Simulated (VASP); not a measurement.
A run of VASP 6.6.1 is set up as follows.

INCAR

```
SYSTEM = LiY3
PREC = Accurate ; ENCUT = 520
EDIFF = 1E-7 ; ISMEAR = 1
SIGMA = 0.15 ; LREAL = .FALSE.
LASPH = .TRUE. ; NELM = 100
ALGO = Normal ; ISIF = 2
LWAVE = .FALSE. ; LCHARG = .FALSE.
GGA = CA ; NBANDS = 26
```

Contents of KPOINTS:

```
regular mesh
0
G
  5 5 5
  0 0 0
```

Contents of POSCAR:

```
LiY3
1.0
    0.0000000000      3.9511697010      3.9511697010
    3.9511697010      0.0000000000      3.9511697010
    3.9511697010      3.9511697010      0.0000000000
Li Y
1 3
Direct
    0.0000000000      0.0000000000      0.0000000000
    0.2500000000      0.2500000000      0.2500000000
    0.7500000000      0.7500000000      0.7500000000
    0.5000000000      0.5000000000      0.5000000000
```

Potentials or basis: VASP PAW LDA potentials, release 64 (Li_sv, Y_sv).

The run is started by

```bash
$ cat potpaw_LDA.64/Li_sv/POTCAR potpaw_LDA.64/Y_sv/POTCAR > POTCAR
$ mpirun -np 1 vasp_std > vasp.out
```

Q: Estimate the band gap on the k mesh.

A: None (metal or under the smearing width).
